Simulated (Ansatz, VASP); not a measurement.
## Two plane-wave programs on Al2CrN3

```
CELL_PARAMETERS angstrom
3.10880 0.00000 0.00000
-1.55440 2.69230 0.00000
0.00000 0.00000 7.69527
ATOMIC_POSITIONS crystal
Al 0.00000 0.00000 0.99554
Al 0.33333 0.66667 0.66554
Cr 0.66667 0.33333 0.33491
N 0.33333 0.66667 0.91602
N 0.66667 0.33333 0.59022
N 0.00000 0.00000 0.24777
```

Alike in both runs: functional PBE; k mesh 6 × 6 × 2; occupations gaussian, width 0.1 eV; collinear spin.

Ansatz relaxed the structure, and its values are those at the end. VASP's run is a single point on that final structure, the one shown.

|  | VASP | Ansatz |
| --- | --- | --- |
| version | VASP 6.6.1 | Ansatz 0.2.0 |
| potentials or method | VASP PAW PBE potentials, release 64 (Al, Cr_pv, N) | scalar-relativistic, plane waves, PAW |
| plane-wave cutoff (eV) | 520 | 420 |
| valence electrons in the cell | 33 | 35 |

```csv
,VASP,Ansatz,Ansatz less VASP
gap on the k mesh at the Fermi level (eV),none,none,-
pressure (GPa),-0.4,-0.3,+0.05
rms of the force components (eV/Å),0.017,0.007,-0.0100
net moment per atom (μB),0.32,0.32,0.000
size of the moment on the site where the two differ most (μB),1.92,1.58,-0.341
```

Site moments also hang on the region over which each program counts them. A gap of «none» marks a metal or a gap that the smearing closes. The two sets of potentials don't hold the same shells in valence.

Caveats: the k mesh is coarse (spacing up to 0.41 Å⁻¹), so the values aren't converged; a cell with one magnetic atom can't hold antiferromagnetic order, which such compounds often take.
